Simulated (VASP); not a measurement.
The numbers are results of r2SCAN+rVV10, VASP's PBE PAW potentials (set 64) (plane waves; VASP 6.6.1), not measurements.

A VASP calculation is set up with these files.

INCAR:
```
SYSTEM  =  InAs
PREC  =  Accurate; ENCUT  =  520; LREAL  =  F
LASPH  =  T
EDIFF  =  1E-6; NELM  =  100; ALGO  =  Normal
LMAXMIX  =  4; LMIXTAU  =  T
ISMEAR  =  0; SIGMA  =  0.05
METAGGA  =  R2SCAN; LUSE_VDW  =  T; BPARAM  =  11.95
CPARAM  =  0.0093
IBRION  =  2; NSW  =  60; ISIF  =  3
EDIFFG  =  -0.01
LWAVE  =  F; LCHARG  =  F
```

File KPOINTS:
```
kpoints
0
Gamma
7 7 7
0 0 0
```

**POSCAR**
```
InAs
1
    0.0000000000     3.0300000000     3.0300000000
    3.0300000000     0.0000000000     3.0300000000
    3.0300000000     3.0300000000     0.0000000000
In As
1 1
Direct
  0.0000000000   0.0000000000   0.0000000000
  0.2500000000   0.2500000000   0.2500000000
```

POTCAR, in this order: In_d As (PBE.64 set). Program: vasp_std.

Unless said otherwise, spin-orbit coupling is left out, though it shifts the bands of the heavy elements here.

Predict the energy per atom (σ→0), volume per atom, band gap (on the k-mesh).

The energy per atom (σ→0) comes out as -18.765 eV/atom, the band gap (on the k-mesh) is 0.12 eV and the volume per atom comes out as 28.18 Å^3/atom.

### OSZICAR
```
...
DAV:   4    -0.375294447545E+02   -0.24485E-04   -0.73468E-04   520   0.315E-01    0.101E-01
DAV:   5    -0.375295230937E+02   -0.78339E-04   -0.21748E-04   520   0.184E-01    0.303E-02
DAV:   6    -0.375293012930E+02    0.22180E-03   -0.40647E-04   520   0.288E-01    0.267E-02
DAV:   7    -0.375295235740E+02   -0.22228E-03   -0.10686E-04   520   0.129E-01    0.250E-02
DAV:   8    -0.375295423141E+02   -0.18740E-04   -0.11791E-05   530   0.461E-02    0.816E-03
DAV:   9    -0.375295445151E+02   -0.22010E-05   -0.29448E-06   631   0.171E-02    0.447E-03
DAV:  10    -0.375295442979E+02    0.21716E-06   -0.27988E-07   270   0.570E-03
   3 F= -.37529544E+02 E0= -.37529511E+02  d E =-.174468E-02
```

The compound is InAs in the zinc blende structure. This run relaxes it. Symmetry was kept, so distortions that lower it aren't found.
